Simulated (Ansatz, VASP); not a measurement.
Given: the input of a run of VASP 6.6.1 on ScZnGaS4.

The input INCAR:

```
SYSTEM = ScZnGaS4
  ALGO = Normal
  EDIFF = 1E-7
  ENCUT = 520
  GGA = PE
  ISIF = 2
  ISMEAR = -1
  LASPH = .TRUE.
  LCHARG = .FALSE.
  LREAL = .FALSE.
  LWAVE = .FALSE.
  NBANDS = 39
  NELM = 60
  PREC = Accurate
  SIGMA = 0.05
```

File KPOINTS:

```
k-points
0
G
  8 8 3
  0 0 0
```

The input POSCAR:

```
ScZnGaS4
1.0
    3.8235926644      0.0000000000      0.0000000000
   -1.9117963322      3.3113283811      0.0000000000
    0.0000000000      0.0000000000     12.5087800002
Ga Zn Sc S
1 1 1 4
Direct
    0.6624600000      0.3270220000      0.2153690000
    0.3421560000      0.6759010000      0.4908550000
   -0.0031500000     -0.0122110000      0.7880260000
   -0.0068780000      0.0066280000      0.5984540000
    0.6698480000      0.3327500000      0.3941680000
   -0.0015390000     -0.0167930000      0.1370530000
    0.6731880000      0.3436970000      0.8714210000
```

Potentials or basis: VASP PAW PBE potentials, release 64 (Ga_d, Zn, Sc_sv, S).

Launch:

```console
$ cat potpaw_PBE.64/Ga_d/POTCAR potpaw_PBE.64/Zn/POTCAR potpaw_PBE.64/Sc_sv/POTCAR potpaw_PBE.64/S/POTCAR > POTCAR
$ mpirun -np 1 vasp_std > vasp.out
```

Problem. Translate it to Ansatz 0.2.0. Potentials there: Ansatz PAW.

Solution. As run (the cutoff follows the program's own potentials):

The input input.yaml:

```yaml
crystal:
  lattice:
    - [3.8235926644, 0.0, 0.0]
    - [-1.9117963322, 3.3113283811, 0.0]
    - [0.0, 0.0, 12.5087800002]
  atoms:
    - { symbol: Ga, position: [0.66246, 0.327022, 0.215369] }
    - { symbol: Zn, position: [0.342156, 0.675901, 0.490855] }
    - { symbol: Sc, position: [-0.00315, -0.012211, 0.788026] }
    - { symbol: S, position: [-0.006878, 0.006628, 0.598454] }
    - { symbol: S, position: [0.669848, 0.33275, 0.394168] }
    - { symbol: S, position: [-0.001539, -0.016793, 0.137053] }
    - { symbol: S, position: [0.673188, 0.343697, 0.871421] }
hamiltonian:
  xc: pbe
  pseudopotentials: { kind: paw }
kpoints:
  mp_grid: { grid: [8, 8, 3] }
scf:
  occupations: { method: fermi_dirac, width: 0.05 }
output:
  forces: true
  stress: true
  eigenvalues: true
```

Potentials or basis: Ansatz PAW.

The run is started by

```console
$ ansatz run input.yaml --threads 4 --pin off --max-ram 10240MiB --backend cpu --events-out ev --progress --plain --runs-dir out
```

Both were run:

|  | VASP | Ansatz | Ansatz less VASP |
| --- | --- | --- | --- |
| gap on the k mesh at the Fermi level (eV) | 0.93 | 0.93 | -0.002 |
| least direct gap on the mesh (eV) | 1.01 | 1.01 | -0.003 |
| pressure (GPa) | 0.1 | 0.1 | -0.07 |
| largest component of the traceless stress (GPa) | 0.91 | 0.91 | -0.009 |
| rms of the force components (eV/Å) | 0.253 | 0.249 | -0.0044 |

Atom by atom the forces differ by 0.012 eV/Å (rms over components). With one functional, cell and mesh, what is left measures potentials, basis and numerics.

Caveats: an odd mesh through Γ misses points on the zone boundary, where band edges often lie (VASP); odd divisions of the mesh miss points on the zone boundary, where band edges often lie, so the gap on the mesh can be too wide (Ansatz).
